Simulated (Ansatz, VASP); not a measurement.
## SnC3: VASP beside Ansatz

Contents of INCAR:

```
SYSTEM = SnC3
PREC     = Accurate       ! precision mode
ENCUT    = 520            ! plane-wave cutoff, eV
EDIFF    = 1E-7           ! SCF threshold, eV
ISMEAR   = -1             ! smearing method
SIGMA    = 0.02           ! smearing width, eV
LREAL    = .False.        ! projectors in reciprocal space
LASPH    = .True.         ! aspherical terms in the spheres
NELM     = 100            ! most SCF steps
ALGO     = Normal         ! electronic algorithm
ISIF     = 2              ! what is computed and relaxed
LWAVE    = .False.        ! write WAVECAR
LCHARG   = .False.        ! write CHGCAR
GGA      = PE             ! functional
NBANDS   = 21             ! bands
```

File KPOINTS:

```
Automatic mesh
0
Gamma
  8 8 6
  0 0 0
```

File POSCAR:

```
SnC3
1.0
    3.1504722059      0.0000000000      0.0000000000
    0.0000000000      2.9788882431      0.0000000000
    0.0000000000      0.0000000000      4.6435166754
C Sn
3 1
Direct
    0.5000000000      0.0000000000      0.8165042139
    0.5000000000      0.5000000000     -0.0030884663
    0.0000000000      0.5000000000      0.1823196202
    0.0000000000      0.0000000000      0.5042646321
```

Input for Ansatz:

```yaml
crystal:
  lattice:
    - [3.1504722059, 0.0, 0.0]
    - [0.0, 2.9788882431, 0.0]
    - [0.0, 0.0, 4.6435166754]
  atoms:
    - { symbol: C, position: [0.5, 0.0, 0.8165042139] }
    - { symbol: C, position: [0.5, 0.5, -0.0030884663] }
    - { symbol: C, position: [0.0, 0.5, 0.1823196202] }
    - { symbol: Sn, position: [0.0, 0.0, 0.5042646321] }
kpoints:
  mp_grid: { grid: [8, 8, 6] }
  band_path:
    path:
      - [0.0, 0.0, 0.0]
      - [0.0, 0.5, 0.0]
      - [0.5, 0.5, 0.0]
      - [0.0, 0.0, 0.5]
      - [0.0, 0.5, 0.5]
      - [0.5, 0.5, 0.5]
    npoints: 1
hamiltonian:
  xc: pbe
scf:
  occupations: { method: fermi_dirac, width: 0.02 }
  n_extra_bands: 5
output:
  forces: true
  stress: true
  eigenvalues: true
```

Change from the starting cell: uniaxial_x strain +5.8%.

Alike in both runs: task single point; functional PBE; k mesh 8 × 8 × 6; occupations fermi-dirac, width 0.02 eV; no spin polarisation.

|  | VASP | Ansatz |
| --- | --- | --- |
| version | VASP 6.6.1 | Ansatz 0.2.0 |
| potentials or method | VASP PAW PBE potentials, release 64 (C, Sn_d) | plane waves, PAW |
| plane-wave cutoff (eV) | 520 | 420 |
| valence electrons in the cell | 26 | 26 |

```csv
,VASP,Ansatz,Ansatz less VASP
pressure (GPa),-6.2,-6.2,-0.01
largest component of the traceless stress (GPa),8.96,8.97,+0.006
rms of the force components (eV/Å),0.138,0.141,+0.0033
```

Atom by atom the forces differ by 0.004 eV/Å (rms over components).
